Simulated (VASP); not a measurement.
OSZICAR of a VASP run on CSi₆₃:

### OSZICAR
```
...
DAV:   3    -0.342096041659E+03   -0.14733E+03   -0.13883E+03   388   0.596E+01
DAV:   4    -0.347272306616E+03   -0.51763E+01   -0.51428E+01   388   0.132E+01
DAV:   5    -0.347419000043E+03   -0.14669E+00   -0.14626E+00   396   0.235E+00    0.274E+01
RMM:   6    -0.342768375058E+03    0.46506E+01   -0.69196E+00   328   0.311E+00    0.167E+01
RMM:   7    -0.340796908346E+03    0.19715E+01   -0.46903E+00   322   0.354E+00    0.353E+00
RMM:   8    -0.340830062889E+03   -0.33155E-01   -0.84730E-01   325   0.168E+00    0.962E-01
RMM:   9    -0.340851916847E+03   -0.21854E-01   -0.25345E-01   334   0.806E-01    0.592E-01
RMM:  10    -0.340859142457E+03   -0.72256E-02   -0.61346E-02   324   0.427E-01    0.309E-01
RMM:  11    -0.340860357974E+03   -0.12155E-02   -0.10999E-02   330   0.232E-01    0.186E-01
RMM:  12    -0.340859609922E+03    0.74805E-03   -0.87886E-03   348   0.134E-01    0.781E-02
RMM:  13    -0.340859679554E+03   -0.69632E-04   -0.87292E-04   330   0.635E-02    0.280E-02
RMM:  14    -0.340859680442E+03   -0.88811E-06   -0.24861E-04   318   0.325E-02    0.314E-02
RMM:  15    -0.340859685594E+03   -0.51520E-05   -0.55934E-05   257   0.145E-02
   1 F= -.34085969E+03 E0= -.34085969E+03  d E =-.340860E+03
       N       E                     dE             d eps       ncg     rms          rms(c)
DAV:   1    -0.341697389888E+03   -0.83771E+00   -0.13785E+01   340   0.697E+00    0.149E+00
RMM:   2    -0.341811682424E+03   -0.11429E+00   -0.13004E+00   327   0.213E+00    0.807E-01
RMM:   3    -0.341820234278E+03   -0.85519E-02   -0.19604E-01   333   0.918E-01    0.634E-01
RMM:   4    -0.341817693149E+03    0.25411E-02   -0.90513E-02   346   0.452E-01    0.308E-01
RMM:   5    -0.341815162597E+03    0.25306E-02   -0.11155E-02   338   0.188E-01    0.209E-01
RMM:   6    -0.341818494691E+03   -0.33321E-02   -0.35102E-02   352   0.169E-01    0.273E-01
RMM:   7    -0.341815517923E+03    0.29768E-02   -0.20805E-02   350   0.120E-01    0.333E-02
RMM:   8    -0.341815487521E+03    0.30402E-04   -0.55333E-04   323   0.438E-02    0.236E-02
RMM:   9    -0.341815487185E+03    0.33639E-06   -0.12748E-04   287   0.199E-02    0.210E-02
RMM:  10    -0.341815476268E+03    0.10917E-04   -0.59913E-05   220   0.918E-03    0.827E-03
RMM:  11    -0.341815476417E+03   -0.14858E-06   -0.25041E-05   214   0.600E-03
   2 F= -.34181548E+03 E0= -.34181548E+03  d E =-.955791E+00
       N       E                     dE             d eps       ncg     rms          rms(c)
DAV:   1    -0.342059249088E+03   -0.24377E+00   -0.20545E+01   330   0.836E+00    0.192E+00
RMM:   2    -0.342246604805E+03   -0.18736E+00   -0.20991E+00   325   0.263E+00    0.101E+00
RMM:   3    -0.342268663515E+03   -0.22059E-01   -0.37270E-01   340   0.116E+00    0.872E-01
RMM:   4    -0.342262225723E+03    0.64378E-02   -0.23995E-01   339   0.619E-01    0.452E-01
RMM:   5    -0.342256392239E+03    0.58335E-02   -0.16016E-02   343   0.253E-01    0.335E-01
RMM:   6    -0.342257917070E+03   -0.15248E-02   -0.90683E-02   356   0.252E-01    0.313E-01
RMM:   7    -0.342253953187E+03    0.39639E-02   -0.25813E-02   345   0.145E-01    0.335E-02
RMM:   8    -0.342253932915E+03    0.20272E-04   -0.76078E-04   336   0.501E-02    0.155E-02
RMM:   9    -0.342253944758E+03   -0.11843E-04   -0.14216E-04   294   0.211E-02    0.140E-02
RMM:  10    -0.342253941480E+03    0.32780E-05   -0.27333E-05   212   0.976E-03
   3 F= -.34225394E+03 E0= -.34225394E+03  d E =-.139426E+01
       N       E                     dE             d eps       ncg     rms          rms(c)
DAV:   1    -0.342512838952E+03   -0.25889E+00   -0.13945E+01   348   0.730E+00    0.164E+00
RMM:   2    -0.342629163650E+03   -0.11632E+00   -0.12785E+00   322   0.221E+00    0.830E-01
RMM:   3    -0.342642157114E+03   -0.12993E-01   -0.22622E-01   336   0.968E-01    0.628E-01
RMM:   4    -0.342637205017E+03    0.49521E-02   -0.11322E-01   335   0.479E-01    0.293E-01
RMM:   5    -0.342634919468E+03    0.22855E-02   -0.88109E-03   351   0.197E-01    0.204E-01
RMM:   6    -0.342635146456E+03   -0.22699E-03   -0.31384E-02   351   0.160E-01    0.172E-01
RMM:   7    -0.342633933169E+03    0.12133E-02   -0.62386E-03   333   0.831E-02    0.229E-02
RMM:   8    -0.342633968677E+03   -0.35508E-04   -0.39829E-04   328   0.355E-02    0.750E-03
RMM:   9    -0.342633977673E+03   -0.89960E-05   -0.10350E-04   247   0.149E-02    0.803E-03
RMM:  10    -0.342633977817E+03   -0.14453E-06   -0.11828E-05   201   0.664E-03
   4 F= -.34263398E+03 E0= -.34263398E+03  d E =-.380036E+00
       N       E                     dE             d eps       ncg     rms          rms(c)
DAV:   1    -0.342637496353E+03   -0.35187E-02   -0.27119E-01   364   0.101E+00    0.219E-01
RMM:   2    -0.342640001143E+03   -0.25048E-02   -0.27354E-02   322   0.316E-01    0.123E-01
RMM:   3    -0.342640198104E+03   -0.19696E-03   -0.45232E-03   336   0.137E-01    0.944E-02
RMM:   4    -0.342640101240E+03    0.96864E-04   -0.28355E-03   332   0.717E-02    0.496E-02
RMM:   5    -0.342640033944E+03    0.67297E-04   -0.22055E-04   318   0.302E-02    0.337E-02
RMM:   6    -0.342640037626E+03   -0.36822E-05   -0.87636E-04   314   0.268E-02    0.278E-02
RMM:   7    -0.342640003632E+03    0.33994E-04   -0.10598E-04   236   0.124E-02    0.833E-03
RMM:   8    -0.342640003197E+03    0.43502E-06   -0.20032E-05   210   0.619E-03
   5 F= -.34264000E+03 E0= -.34264000E+03  d E =-.386062E+00
       N       E                     dE             d eps       ncg     rms          rms(c)
DAV:   1    -0.342748757052E+03   -0.10875E+00   -0.39315E+00   324   0.386E+00    0.999E-01
RMM:   2    -0.342769067552E+03   -0.20311E-01   -0.22753E-01   322   0.105E+00    0.377E-01
RMM:   3    -0.342771080411E+03   -0.20129E-02   -0.35937E-02   325   0.471E-01    0.173E-01
RMM:   4    -0.342771422880E+03   -0.34247E-03   -0.70853E-03   335   0.208E-01    0.915E-02
RMM:   5    -0.342771545689E+03   -0.12281E-03   -0.14930E-03   354   0.908E-02    0.322E-02
RMM:   6    -0.342771572830E+03   -0.27140E-04   -0.25878E-04   332   0.373E-02    0.127E-02
RMM:   7    -0.342771578108E+03   -0.52785E-05   -0.57609E-05   258   0.168E-02
   6 F= -.34277158E+03 E0= -.34277158E+03  d E =-.131575E+00
       N       E                     dE             d eps       ncg     rms          rms(c)
DAV:   1    -0.342773826324E+03   -0.22535E-02   -0.10987E-01   372   0.648E-01    0.166E-01
RMM:   2    -0.342774408531E+03   -0.58221E-03   -0.65186E-03   322   0.178E-01    0.638E-02
RMM:   3    -0.342774467087E+03   -0.58555E-04   -0.10337E-03   325   0.800E-02    0.282E-02
RMM:   4    -0.342774477898E+03   -0.10811E-04   -0.20264E-04   333   0.352E-02    0.147E-02
RMM:   5    -0.342774481231E+03   -0.33329E-05   -0.39341E-05   238   0.153E-02
   7 F= -.34277448E+03 E0= -.34277448E+03  d E =-.134478E+00
       N       E                     dE             d eps       ncg     rms          rms(c)
DAV:   1    -0.342790781461E+03   -0.16304E-01   -0.68680E-01   332   0.167E+00    0.405E-01
RMM:   2    -0.342793981186E+03   -0.31997E-02   -0.35695E-02   322   0.420E-01    0.152E-01
RMM:   3    -0.342794419180E+03   -0.43799E-03   -0.63103E-03   328   0.192E-01    0.730E-02
RMM:   4    -0.342794466255E+03   -0.47075E-04   -0.10811E-03   341   0.838E-02    0.369E-02
RMM:   5    -0.342794479606E+03   -0.13351E-04   -0.20496E-04   331   0.351E-02    0.118E-02
RMM:   6    -0.342794483922E+03   -0.43157E-05   -0.54941E-05   258   0.168E-02
   8 F= -.34279448E+03 E0= -.34279448E+03  d E =-.200027E-01
       N       E                     dE             d eps       ncg     rms          rms(c)
DAV:   1    -0.342794934463E+03   -0.45486E-03   -0.30419E-02   372   0.351E-01    0.862E-02
RMM:   2    -0.342795077758E+03   -0.14329E-03   -0.15879E-03   322   0.890E-02    0.323E-02
RMM:   3    -0.342795097444E+03   -0.19686E-04   -0.28273E-04   328   0.408E-02    0.155E-02
RMM:   4    -0.342795099596E+03   -0.21516E-05   -0.48319E-05   274   0.179E-02
   9 F= -.34279510E+03 E0= -.34279510E+03  d E =-.206184E-01
       N       E                     dE             d eps       ncg     rms          rms(c)
DAV:   1    -0.342798216489E+03   -0.31190E-02   -0.13071E-01   332   0.688E-01    0.176E-01
RMM:   2    -0.342799025131E+03   -0.80864E-03   -0.89059E-03   322   0.207E-01    0.761E-02
RMM:   3    -0.342799094346E+03   -0.69215E-04   -0.14726E-03   329   0.922E-02    0.411E-02
RMM:   4    -0.342799088508E+03    0.58383E-05   -0.31466E-04   334   0.416E-02    0.167E-02
RMM:   5    -0.342799091348E+03   -0.28405E-05   -0.47483E-05   248   0.170E-02
  10 F= -.34279909E+03 E0= -.34279909E+03  d E =-.399175E-02
       N       E                     dE             d eps       ncg     rms          rms(c)
DAV:   1    -0.342799164541E+03   -0.76033E-04   -0.44979E-03   372   0.128E-01    0.334E-02
RMM:   2    -0.342799195575E+03   -0.31035E-04   -0.33830E-04   322   0.406E-02    0.151E-02
RMM:   3    -0.342799197220E+03   -0.16448E-05   -0.55101E-05   275   0.182E-02    0.793E-03
RMM:   4    -0.342799197041E+03    0.17900E-06   -0.11058E-05   192   0.793E-03
  11 F= -.34279920E+03 E0= -.34279920E+03  d E =-.409745E-02
       N       E                     dE             d eps       ncg     rms          rms(c)
DAV:   1    -0.342799948138E+03   -0.75092E-03   -0.35756E-02   324   0.380E-01    0.845E-02
RMM:   2    -0.342800123099E+03   -0.17496E-03   -0.19584E-03   322   0.961E-02    0.355E-02
RMM:   3    -0.342800144202E+03   -0.21104E-04   -0.34873E-04   329   0.434E-02    0.185E-02
RMM:   4    -0.342800144097E+03    0.10467E-06   -0.61542E-05   271   0.191E-02
  12 F= -.34280014E+03 E0= -.34280014E+03  d E =-.947056E-03
```

### Question
Which electronic solver shows in the log?

### Answer
It is blocked Davidson (ALGO = Normal, or the opening steps of other solvers) and then RMM-DIIS (ALGO = Fast or VeryFast). The INCAR had ALGO = Fast.

### Question
Can the final energy be trusted as converged?

### Answer
The run converged. It stopped with EDIFF = 1E-5, NELM = 100, NSW = 60 and EDIFFG = -0.03 after 12 ionic steps (PBE GGA, plane waves, VASP's PBE PAW potentials (set 64)).  The supercell is sampled at Γ alone, which is coarse: total energies, pressure and levels can be off, energies of defects by several tenths of an eV.

The cell is a supercell with a defect, built from Si (diamond): C_Si. The run is not spin-polarised, so no state with unpaired spins was tried.
